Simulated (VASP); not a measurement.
Sb (a7): the lattice constant a from VASP (plane waves, PAW) at several levels of theory. Static lattice. The measured value holds thermal and zero-point effects that the static calculation lacks.

```json
[
 {"level": "LDA", "lattice constant a (Å)": "4.300", "error against measurement": "-0.0 %"},
 {"level": "PBE", "lattice constant a (Å)": "4.384", "error against measurement": "+1.9 %"}
]
```

Measured: 4.301 Å at 78 K (as given by Schiferl, Barrett, J. Appl. Cryst. 2, 30 (1969), COD 9009654).

The cell of the LDA run:

Sb has the trigonal space group R-3m, hexagonal axes (No. 166), Pearson symbol hR2. Conventional cell: a = b = 4.3000 Å, c = 10.9756 Å, α = β = 90.00°, γ = 120.00°. Sb on 6c is surrounded by 3 Sb at 2.913 Å and 3 Sb at 3.274 Å (octahedral). (Neighbours: up to the widest gap in distance over summed covalent radii, below 1.35, at either atom.)
(The calculation used a cell of 2 atoms; values per cell refer to that cell.)

Only levels that ran to the end are used. Left out are those held back, those with too coarse a band path, GW runs whose mesh misses a band edge, hybrids' fits of cells that aren't cubic and levels without matching references; a question may draw on a part of the rest.

The compound is Sb in the a7 structure.
